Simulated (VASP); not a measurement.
Computed with PBE GGA with D4 dispersion, VASP's PBE PAW potentials (set 64) (plane waves; VASP 6.6.1).

VASP ran on this input.

POSCAR:
```
TiO2
1
   -1.8746912583     1.8746912583     4.7599990823
    1.8746912583    -1.8746912583     4.7599990823
    1.8746912583     1.8746912583    -4.7599990823
Ti O
2 4
Direct
  0.7500000000   0.2500000000   0.5000000000
  1.0000000000   1.0000000000   0.0000000000
  0.5425008924   0.0425008924   0.5000000000
  0.7925008924   0.7925008924   1.0000000000
  0.2074991076   0.2074991076   1.0000000000
  0.9574991076   0.4574991076   0.5000000000
```

INCAR:
```
! general
SYSTEM  = TiO2
PREC    = Accurate
ENCUT   = 520   ! plane-wave cut-off (eV)
LREAL   = .FALSE.   ! projection in real space or not
LASPH   = .TRUE.   ! aspherical one-centre terms

! electronic loop
EDIFF   = 1E-7   ! SCF stop (eV)
NELM    = 100   ! most electronic steps
ALGO    = Normal   ! blocked Davidson
LMAXMIX = 4   ! l cut-off of mixed one-centre charges

! smearing
ISMEAR  = 0
SIGMA   = 0.05

! functional
GGA     = PE   ! PBE
IVDW    = 13   ! D4

! ions
IBRION  = 2
NSW     = 30   ! most ionic steps
ISIF    = 4
EDIFFG  = -0.01   ! ionic stop

! output
LWAVE   = .FALSE.
LCHARG  = .FALSE.
```

KPOINTS:
```
Automatic mesh
0
Gamma
8 8 8
0 0 0
```

POTCAR, in this order: Ti_sv O (PBE.64 set). Program: vasp_std.

The run wrote:

OSZICAR:
```
       N       E                     dE             d eps       ncg     rms          rms(c)
DAV:   1     0.688852794611E+03    0.68885E+03   -0.24997E+04  3304   0.200E+03
DAV:   2     0.509439085383E+02   -0.63791E+03   -0.61673E+03  3616   0.579E+02
DAV:   3    -0.652447088496E+02   -0.11619E+03   -0.11369E+03  5048   0.217E+02
DAV:   4    -0.705763788231E+02   -0.53317E+01   -0.53267E+01  4560   0.494E+01
DAV:   5    -0.707976687450E+02   -0.22129E+00   -0.22124E+00  4620   0.828E+00    0.339E+01
DAV:   6    -0.540722049108E+02    0.16725E+02   -0.11697E+02  4240   0.106E+02    0.120E+01
DAV:   7    -0.537886261504E+02    0.28358E+00   -0.15547E+01  4352   0.316E+01    0.837E+00
DAV:   8    -0.538803420693E+02   -0.91716E-01   -0.32821E+00  4152   0.176E+01    0.360E+00
DAV:   9    -0.537538095056E+02    0.12653E+00   -0.12513E+00  4440   0.102E+01    0.102E+00
DAV:  10    -0.537633557715E+02   -0.95463E-02   -0.10100E-01  3888   0.244E+00    0.364E-01
DAV:  11    -0.537610929016E+02    0.22629E-02   -0.16834E-02  4004   0.900E-01    0.589E-02
DAV:  12    -0.537612652257E+02   -0.17232E-03   -0.13904E-03  4496   0.376E-01    0.102E-01
DAV:  13    -0.537611790009E+02    0.86225E-04   -0.51003E-04  4592   0.198E-01    0.140E-02
DAV:  14    -0.537611835165E+02   -0.45156E-05   -0.28616E-05  4692   0.428E-02    0.884E-03
DAV:  15    -0.537611833755E+02    0.14102E-06   -0.62058E-06  4612   0.251E-02    0.277E-03
DAV:  16    -0.537611835331E+02   -0.15764E-06   -0.86460E-07  4488   0.994E-03    0.133E-03
DAV:  17    -0.537611835757E+02   -0.42557E-07   -0.72919E-08  2284   0.264E-03
   1 F= -.54923484E+02 E0= -.54923484E+02  d E =-.549235E+02
       N       E                     dE             d eps       ncg     rms          rms(c)
DAV:   1    -0.537633555344E+02   -0.21720E-02   -0.15617E+00  3312   0.806E+00    0.234E-01
DAV:   2    -0.537652381056E+02   -0.18826E-02   -0.27547E-02  3780   0.123E+00    0.170E-01
DAV:   3    -0.537648218380E+02    0.41627E-03   -0.98919E-04  4448   0.281E-01    0.102E-01
DAV:   4    -0.537646834173E+02    0.13842E-03   -0.57793E-04  3864   0.213E-01    0.179E-02
DAV:   5    -0.537646914904E+02   -0.80731E-05   -0.10297E-04  3668   0.787E-02    0.127E-02
DAV:   6    -0.537646912902E+02    0.20027E-06   -0.54989E-06  4600   0.171E-02    0.508E-03
DAV:   7    -0.537646907210E+02    0.56922E-06   -0.36994E-06  4044   0.178E-02    0.145E-03
DAV:   8    -0.537646907064E+02    0.14568E-07   -0.43952E-07  3068   0.513E-03
   2 F= -.54926415E+02 E0= -.54926415E+02  d E =-.293035E-02
       N       E                     dE             d eps       ncg     rms          rms(c)
DAV:   1    -0.537647365058E+02   -0.45785E-04   -0.78532E-03  3360   0.571E-01    0.164E-02
DAV:   2    -0.537647454753E+02   -0.89696E-05   -0.13524E-04  3780   0.869E-02    0.119E-02
DAV:   3    -0.537647432540E+02    0.22213E-05   -0.47744E-06  4356   0.194E-02    0.661E-03
DAV:   4    -0.537647427602E+02    0.49381E-06   -0.27523E-06  3836   0.143E-02    0.131E-03
DAV:   5    -0.537647427902E+02   -0.30037E-07   -0.48472E-07  3232   0.546E-03
   3 F= -.54926427E+02 E0= -.54926427E+02  d E =-.294258E-02
       N       E                     dE             d eps       ncg     rms          rms(c)
DAV:   1    -0.537704479160E+02   -0.57052E-02   -0.82838E-01  3304   0.804E+00    0.492E-01
DAV:   2    -0.537695171968E+02    0.93072E-03   -0.33858E-02  3700   0.150E+00    0.279E-01
DAV:   3    -0.537679083677E+02    0.16088E-02   -0.33896E-03  3960   0.581E-01    0.406E-02
DAV:   4    -0.537679303943E+02   -0.22027E-04   -0.39023E-04  4048   0.169E-01    0.159E-02
DAV:   5    -0.537679319733E+02   -0.15790E-05   -0.15525E-05  4056   0.357E-02    0.855E-03
DAV:   6    -0.537679327329E+02   -0.75966E-06   -0.30248E-06  4572   0.167E-02    0.230E-03
DAV:   7    -0.537679328907E+02   -0.15780E-06   -0.26679E-07  2924   0.481E-03    0.103E-03
DAV:   8    -0.537679329128E+02   -0.22087E-07   -0.46016E-08  2060   0.206E-03
   4 F= -.54928885E+02 E0= -.54928885E+02  d E =-.245816E-02
       N       E                     dE             d eps       ncg     rms          rms(c)
DAV:   1    -0.537844259502E+02   -0.16493E-01   -0.40474E+00  3304   0.178E+01    0.109E+00
DAV:   2    -0.537798681056E+02    0.45578E-02   -0.16670E-01  3704   0.330E+00    0.620E-01
DAV:   3    -0.537720008940E+02    0.78672E-02   -0.16749E-02  3944   0.130E+00    0.116E-01
DAV:   4    -0.537720295943E+02   -0.28700E-04   -0.23261E-03  4344   0.418E-01    0.427E-02
DAV:   5    -0.537720251932E+02    0.44011E-05   -0.16556E-04  4424   0.116E-01    0.248E-02
DAV:   6    -0.537720296868E+02   -0.44936E-05   -0.16518E-05  4108   0.457E-02    0.457E-03
DAV:   7    -0.537720303559E+02   -0.66910E-06   -0.25176E-06  4008   0.138E-02    0.257E-03
DAV:   8    -0.537720304380E+02   -0.82156E-07   -0.25394E-07  2880   0.521E-03
   5 F= -.54931315E+02 E0= -.54931315E+02  d E =-.488842E-02
```

**OUTCAR**
```
------------------------ aborting loop because EDIFF is reached ----------------------------------------
  Edisp (eV):   -1.15928
  FORCE on cell =-STRESS in cart. coord.  units (eV):
  Direction    XX          YY          ZZ          XY          YZ          ZX
  --------------------------------------------------------------------------------------
  Total       2.25893     2.25893     2.23965     0.00000    -0.00000     0.00000
  in kB      54.08638    54.08638    53.62455     0.00000    -0.00000     0.00000
  external pressure =       53.93 kB  Pullay stress =        0.00 kB
  volume of cell :       66.92
      direct lattice vectors                 reciprocal lattice vectors
    -1.884910835  1.884910835  4.708523646     0.000000000  0.265264537  0.106190398
     1.884910835 -1.884910835  4.708523646     0.265264537  0.000000000  0.106190398
     1.884910835  1.884910835 -4.708523646     0.265264537  0.265264537  0.000000000
 POSITION                                       TOTAL-FORCE (eV/Angst)
 -----------------------------------------------------------------------------------
     -0.00000      1.88491      2.35426        -0.000000     -0.000000      0.000000
      0.00000     -0.00000      0.00000        -0.000000     -0.000000     -0.000000
     -0.00000      1.88491      0.37608        -0.000000      0.000000     -0.004604
      0.00000      0.00000      7.43886         0.000000     -0.000000     -0.004604
      0.00000      0.00000      1.97818         0.000000      0.000000      0.004604
      0.00000      1.88491      4.33244        -0.000000      0.000000      0.004604
 -----------------------------------------------------------------------------------
    total drift:                               -0.000000     -0.000000      0.000000
  FREE ENERGIE OF THE ION-ELECTRON SYSTEM (eV)
  ---------------------------------------------------
  free  energy   TOTEN  =       -54.9313154092 eV

  energy  without entropy=      -54.9313154092  energy(sigma->0) =      -54.93131541

 reached required accuracy - stopping structural energy minimisation
```
(Selected blocks of OUTCAR.)

CONTCAR:
```
TiO2
   1.00000000000000
    -1.8849108348877792    1.8849108348877792    4.7085236464315985
     1.8849108348877792   -1.8849108348877792    4.7085236464315985
     1.8849108348877792    1.8849108348877792   -4.7085236464315985
  Ti              O
     2     4
Direct
     0.7500000000000000    0.2500000000000000    0.5000000000000000
     0.0000000000000000    0.0000000000000000    0.0000000000000000
     0.5399360330362927    0.0399360330362925    0.5000000000000000
     0.7899360330362927    0.7899360330362927    0.0000000000000000
     0.2100639669637075    0.2100639669637075    0.0000000000000000
     0.9600639669637073    0.4600639669637075    0.5000000000000000
```

The compound is TiO2 in the anatase structure, one of several forms; rutile is the usual stable one. This cell is one point of a volume scan, at 0.97 of the reference volume. Symmetry was kept, so distortions that lower it aren't found.
